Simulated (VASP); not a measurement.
Crystal: SnSe2.

```xyz
3
Lattice="3.8419 0.0000 0.0000 -1.9209 3.3272 0.0000 0.0000 0.0000 6.4859" Properties=species:S:1:pos:R:3 pbc="T T T"
Sn    0.0000    0.0000    0.0000
Se    1.9209    1.1091    4.9105
Se    0.0000    2.2181    1.5754
```

The cell is a database's computed one.

| Quantity | Value |
| --- | --- |
| Program | VASP 6.6.1 |
| Task | relaxation of cell and atoms |
| Functional | RPBE |
| Potentials or basis | VASP PAW PBE potentials, release 64 (Sn_d, Se) |
| Cutoff | 600 eV |
| k mesh | 9 × 9 × 4 |
| Occupations | gaussian, width 0.02 eV |
| Spin | no spin polarisation |

At the start: pressure 3.6 GPa; volume 27.64 Å³/atom.

Where does the relaxation end?

Over 20 steps the energy falls by 40.0 meV/atom and the volume is 36.67 Å³/atom (+32.7 %); space group P-3m1 (No. 164, to 0.05 Å).

The path:
| step | energy change (eV) | largest force (eV/Å) | pressure (GPa) | volume (Å³) |
| --- | --- | --- | --- | --- |
| 1 | 0.0000 | 0.3118 | 3.60 | 82.91 |
| 2 | -0.0317 | 0.5157 | -1.64 | 90.59 |
| 3 | -0.0514 | 0.2234 | 0.14 | 87.49 |
| 4 | -0.0557 | 0.1852 | 0.11 | 87.99 |
| 5 | -0.0639 | 0.0709 | 0.03 | 89.50 |
| 6 | -0.0597 | 0.1509 | -0.05 | 92.57 |
| 7 | -0.0654 | 0.0111 | 0.01 | 90.56 |
| 8 | -0.0685 | 0.0101 | 0.00 | 90.92 |
| 9 | -0.0768 | 0.0087 | -0.02 | 91.97 |
| 10 | -0.0906 | 0.0126 | 0.00 | 94.07 |
| 11 | -0.1084 | 0.0481 | 0.17 | 98.21 |
| 12 | -0.1123 | 0.2345 | 0.99 | 106.27 |
| 13 | -0.1197 | 0.0427 | 0.21 | 109.41 |
| 14 | -0.1199 | 0.0032 | 0.03 | 110.20 |
| 15 | -0.1199 | 0.0026 | 0.06 | 110.10 |
| 16 | -0.1200 | 0.0060 | 0.05 | 110.07 |
| 17 | -0.1201 | 0.0141 | 0.02 | 110.00 |
| 18 | -0.1201 | 0.0053 | -0.01 | 110.05 |
| 19 | -0.1201 | 0.0043 | -0.02 | 110.06 |
| 20 | -0.1201 | 0.0029 | -0.01 | 110.02 |

Final structure:
```
Sn Se
1.0
     3.91452    0.00000    0.00000
    -1.95726    3.39008    0.00000
     0.00000    0.00000    8.29065
Sn Se
1 2
Direct
  0.00000 0.00000 0.00000
  0.66667 0.33333 0.80731
  0.33333 0.66667 0.19269
```

Caveat: the volume moved by over 15 % at a fixed basis, so the end points are rough; the PAW data sets were made with another functional, which shifts forces and pressure a little; this functional lacks dispersion, which binds the layers, so the pressure and a relaxed spacing across them are unreliable, and here the layers came unbound.
